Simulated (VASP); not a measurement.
```
CELL_PARAMETERS angstrom
      0.00000     1.96000     1.96000
      1.96000     0.00000     1.96000
      1.96000     1.96000     0.00000
ATOMIC_POSITIONS crystal
  Pt 0.00000 0.00000 0.00000
```

All values below come from LDA (Ceperley-Alder, Perdew-Zunger), VASP's LDA PAW potentials (set 64) (plane waves; VASP). Numerical set-up: 520 eV cut-off, 14×14×14 Γ-centred mesh, first-order Methfessel-Paxton smearing of 0.10 eV, potentials Pt.

Question: The ions, cell shape and volume are relaxed. Give the cell that the relaxation ends in.

Answer: 
```
CELL_PARAMETERS angstrom
      0.00000     1.94802     1.94802
      1.94802     0.00000     1.94802
      1.94802     1.94802     0.00000
ATOMIC_POSITIONS crystal
  Pt 0.00000 0.00000 0.00000
```
Space group Fm-3m (225), at a tolerance of 0.03 Å.

Question: How do energy and volume change from the first to the last step?

Answer: The energy (σ→0) changes by -4.7 meV/atom and the volume by -1.8 %, in 4 ionic steps.

The compound is Pt in the fcc structure. This run relaxes it. Symmetry was kept, so distortions that lower it aren't found.
